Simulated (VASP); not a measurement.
An input for Ansatz (written as the equivalent of a VASP run, and not itself run):

Ansatz 0.2 input:
```yaml
crystal:
  lattice:
    - [0.0000000, 2.3172620, 2.3172620]
    - [2.3172620, 0.0000000, 2.3172620]
    - [2.3172620, 2.3172620, 0.0000000]
  atoms:
    - { symbol: Hf, position: [0.0000000, 0.0000000, 0.0000000] }
    - { symbol: C, position: [0.5000000, 0.5000000, 0.5000000] }
kpoints:
  mp_grid: { grid: [12, 12, 12] }
hamiltonian:
  xc: r2scan
  pseudopotentials: { kind: paw }
scf:
  occupations: { method: methfessel_paxton, width: 0.1 }
  max_iter: 100
relax:
  max_steps: 40
  f_tol: 0.01
  cell: { p_target: 20 }
output: { forces: true, stress: true, eigenvalues: true }
```

Problem. Write the VASP files for the same calculation (r2SCAN).

Solution. This is not unique; one that fits is 
POSCAR:
```
HfC
1
    0.0000000000     2.3172620169     2.3172620169
    2.3172620169    -0.0000000000     2.3172620169
    2.3172620169     2.3172620169     0.0000000000
Hf C
1 1
Direct
  0.0000000000   0.0000000000   0.0000000000
  0.5000000000   0.5000000000   0.5000000000
```

### INCAR
```
ALGO=Normal
EDIFF=1E-7
EDIFFG=-0.01
ENCUT=600
IBRION=2
ISIF=3
ISMEAR=1
LASPH=T
LCHARG=F
LMAXMIX=6
LMIXTAU=T
LREAL=F
LWAVE=F
METAGGA=R2SCAN
NELM=100
NSW=40
PREC=Accurate
PSTRESS=200
SIGMA=0.1
SYSTEM=HfC
```

File KPOINTS:
```
Automatic mesh
0
Gamma
12 12 12
0 0 0
```

POTCAR, in this order: Hf_pv C (PBE.64 set). Program: vasp_std.

Limits of the translation: each code has its own PAW files, so the cut-off isn't converted (ENCUT is set for VASP's; basis.ecutwfc is left out, and Ansatz then takes the one that its files recommend); Ansatz stops its SCF on the density residual and VASP on the energy change (EDIFF).

The compound is HfC in the rock salt structure. This run relaxes it under an external pressure of 20 GPa. Symmetry was kept, so distortions that lower it aren't found.
